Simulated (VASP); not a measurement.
VASP ran on this input.

File POSCAR:
```
GaP
1.0
  0.0000000000   2.5733848691   2.5733848691
  2.5733848691   0.0000000000   2.5733848691
  2.5733848691   2.5733848691   0.0000000000
Ga P
1 1
Cart
  5.1467697382   5.1467697382   5.1467697382
  1.2866924345   1.2866924345   1.2866924345
```

**KPOINTS**
```
Regular mesh
0
Gamma
9 9 9
```

INCAR:
```
! general
SYSTEM  = GaP
PREC    = Accurate
ENCUT   = 500
LREAL   = F
LASPH   = T

! electronic loop
EDIFF   = 1E-6
NELM    = 100
ALGO    = Normal
LMAXMIX = 4

! smearing
ISMEAR  = 0
SIGMA   = 0.05

! functional
GGA     = PS

! ions
IBRION  = 2
NSW     = 40
ISIF    = 3
EDIFFG  = -0.02
PSTRESS = 200

! output
LWAVE   = F
LCHARG  = F
```

POTCAR, in this order: Ga_d P (PBE.64 set). Program: vasp_std.

Task: Write an equivalent input for Ansatz.

Result: One equivalent input (not run):
Ansatz 0.2 input:
```yaml
crystal:
  lattice:
    - [0.0000000, 2.5733849, 2.5733849]
    - [2.5733849, 0.0000000, 2.5733849]
    - [2.5733849, 2.5733849, 0.0000000]
  atoms:
    - { symbol: Ga, position: [1.0000000, 1.0000000, 1.0000000] }
    - { symbol: P, position: [0.2500000, 0.2500000, 0.2500000] }
kpoints:
  mp_grid: { grid: [9, 9, 9] }
hamiltonian:
  xc: pbesol
  pseudopotentials: { kind: paw }
scf:
  occupations: { method: gaussian, width: 0.05 }
  max_iter: 100
relax:
  max_steps: 40
  f_tol: 0.02
  cell: { p_target: 20 }
output: { forces: true, stress: true, eigenvalues: true }
```
The two are equivalent in intent, not identical: each code has its own PAW files, so the cut-off isn't converted (ENCUT is set for VASP's; basis.ecutwfc is left out, and Ansatz then takes the one that its files recommend); Ansatz stops its SCF on the density residual and VASP on the energy change (EDIFF).

The compound is GaP in the zinc blende structure. It was relaxed first under an external pressure of 20 GPa.
